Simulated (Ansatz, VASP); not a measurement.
**HfWS5 in VASP and in Ansatz**

```
Hf W S
1.0
     4.35402    0.00000    0.00000
     0.00000    4.35402    0.00000
     0.00000    0.00000    6.17181
Hf W S
1 1 5
Direct
  0.50000 0.50000 0.00000
  0.00000 0.00000 0.50000
  0.00000 0.50000 0.28069
  0.00000 0.50000 0.71931
  0.50000 0.00000 0.28069
  0.50000 0.00000 0.71931
  0.00000 0.00000 0.00000
```

Change from the starting cell: species swapped into the InPPd5 type (P4/mmm, No. 123).

Alike in both runs: functional PBE; k mesh 10 × 10 × 6; occupations gaussian, width 0.1 eV; no spin polarisation.

Ansatz relaxed the structure, and its values are those at the end. VASP's run is a single point on that final structure, the one shown.

```csv
,VASP,Ansatz
version,VASP 6.6.1,Ansatz 0.2.0
potentials or method,"VASP PAW PBE potentials, release 64 (Hf_pv, W_sv, S)","scalar-relativistic, plane waves, PAW"
plane-wave cutoff (eV),520,420
valence electrons in the cell,54,70
```

VASP gave:

| Quantity | Value |
| --- | --- |
| gap on the k mesh at the Fermi level (eV) | none |
| pressure (GPa) | -0.4 |
| rms of the force components (eV/Å) | 0.017 |

Q: What did Ansatz give for the same quantities?

A: gap on the k mesh at the Fermi level (eV): none; pressure (GPa): 0.0; rms of the force components (eV/Å): 0.000.

A gap of «none» marks a metal or a gap that the smearing closes. The two sets of potentials don't hold the same shells in valence.

Spin-orbit coupling is left out, which matters for the levels of Hf, W.
